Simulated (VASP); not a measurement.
Set up this calculation in VASP 6.6.1, as the native input.

```yaml
Task: optical spectrum
Functional: PBE
Potentials_or_basis: VASP PAW PBE potentials, release 64 (Ni, Mo_sv, Pd, Ir, W_sv)
Cutoff: 520 eV
k_mesh: 11 × 11 × 3
Occupations: fermi-dirac, width 0.05 eV
Spin: collinear spin, ferromagnetic start
Starting_moments: "[1.0, 1.0, 0.0, 0.6, 0.0] μB"
Further_INCAR_settings: ALGO = Fast; EDIFF = 1e-06; NBANDS = 52
```

The structure of NiMoIrPdW lies in POSCAR:

```
NiMoIrPdW
1.0
    2.7660900000      0.0000000000      0.0000000000
   -1.3830500000      2.3955100000      0.0000000000
    0.0000000000      0.0000000000     11.0227800000
Ni Mo Pd Ir W
1 1 1 1 1
Direct
    0.3333300000      0.6666700000      0.5971100000
    0.0000000000      0.0000000000      0.4107400000
    0.6666700000      0.3333300000      0.7952000000
    0.6666700000      0.3333300000      0.1996100000
    0.3333300000      0.6666700000      0.9973400000
```

The cell was built by a generator and needn't be a form met in nature.

One way to write it, as run:

INCAR

```
  ALGO = Fast
  CSHIFT = 0.1
  EDIFF = 1E-6
  ENCUT = 520
  GGA = PE
  ISIF = 2
  ISMEAR = -1
  ISPIN = 2
  KPAR = 4
  LASPH = T
  LCHARG = F
  LMAXMIX = 4
  LOPTICS = T
  LORBIT = 11
  LREAL = F
  LWAVE = F
  MAGMOM = 1 1 0 0.6 0
  NBANDS = 52
  NEDOS = 2000
  NELM = 100
  PREC = Accurate
  SIGMA = 0.05
```

KPOINTS

```
k-points
0
Gamma
  11 11 3
```

Potentials or basis: VASP PAW PBE potentials, release 64 (Ni, Mo_sv, Pd, Ir, W_sv).

The run is started by

```bash
$ cat potpaw_PBE.64/Ni/POTCAR potpaw_PBE.64/Mo_sv/POTCAR potpaw_PBE.64/Pd/POTCAR potpaw_PBE.64/Ir/POTCAR potpaw_PBE.64/W_sv/POTCAR > POTCAR
$ mpirun -np 4 vasp_std > vasp.out
```

Results of the run:

```yaml
Pressure: 0.5 GPa
Largest_force: 0.144 eV/Å
Band_gap_on_the_k_mesh: none (metal or under the smearing width)
Net_moment: 0.00 μB per cell
Valence_electrons_inside_the_program's_atomic_spheres: Ni 9.17; Mo 12.46; Pd 9.58; Ir 8.39; W 12.07
```

Caveat: spectra need much finer meshes, so this one isn't converged; independent-particle spectra lack excitons; the intraband (Drude) part of a metal's response may be missing.

Run time: 8.6 min on 4 MPI ranks on Intel(R) Xeon(R) Platinum 8488C (Sapphire Rapids), with other jobs on the host, peak memory 1.5 GiB a rank.
